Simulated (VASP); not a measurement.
Input for VASP

File POSCAR:
```
HfSi2
1
   -3.7371850000     3.7371850000     3.0070730000
    3.7371850000    -3.7371850000     3.0070730000
    3.7371850000     3.7371850000    -3.0070730000
Si Hf
4 2
Direct
  0.1580000000   0.6580000000   0.8160000000
  0.3420000000   0.1580000000   0.5000000000
  0.6580000000   0.8420000000   0.5000000000
  0.8420000000   0.3420000000   0.1840000000
  0.7500000000   0.7500000000   0.0000000000
  0.2500000000   0.2500000000   0.0000000000
```

KPOINTS:
```
Automatic mesh
0
Gamma
4 4 4
0 0 0
```

**INCAR**
```
SYSTEM = HfSi2
PREC = Accurate
ENCUT = 300
EDIFF = 1E-6
NELM = 100
ALGO = Normal
LREAL = .FALSE.
LASPH = .TRUE.
ISMEAR = 0
SIGMA = 0.05
GGA = PE
LMAXMIX = 6
LWAVE = .FALSE.
LCHARG = .FALSE.
ISIF = 2
```

POTCAR, in this order: Si Hf_pv (PBE.64 set). Program: vasp_std.

Translate this PBE calculation to Quantum ESPRESSO's pw.x.

One equivalent input (not run):
```
&CONTROL
  calculation = 'scf'
  pseudo_dir = './pseudo'
  outdir = './out'
  tprnfor = .true.
  tstress = .true.
/
&SYSTEM
  ibrav = 0
  nat = 6
  ntyp = 2
  ecutwfc = 58
  occupations = 'smearing'
  smearing = 'gaussian'
  degauss = 0.003675
  input_dft = 'pbe'
/
&ELECTRONS
  conv_thr = 7.3e-08
  electron_maxstep = 100
/
ATOMIC_SPECIES
  Si 28.085 Si.upf
  Hf 178.490 Hf.upf
CELL_PARAMETERS angstrom
    -3.7371850    3.7371850    3.0070730
     3.7371850   -3.7371850    3.0070730
     3.7371850    3.7371850   -3.0070730
ATOMIC_POSITIONS crystal
  Si   0.1580000  0.6580000  0.8160000
  Si   0.3420000  0.1580000  0.5000000
  Si   0.6580000  0.8420000  0.5000000
  Si   0.8420000  0.3420000  0.1840000
  Hf   0.7500000  0.7500000  0.0000000
  Hf   0.2500000  0.2500000  0.0000000
K_POINTS automatic
  4 4 4 0 0 0
```
What does not carry over: the potentials are each code's own (VASP's PAW set, PseudoDojo norm-conserving files in pw.x), so ENCUT and ecutwfc are chosen apart and not converted; conv_thr bounds pw.x's estimated SCF error, while EDIFF bounds the energy change between steps.

The structure was generated: HfSi2 was put into an ordered model structure, which need not be its known phase. The cell was not relaxed at this level. The k-mesh is coarse (spacing up to 0.34 per Å, 2π included), so the numbers may not be converged in it.
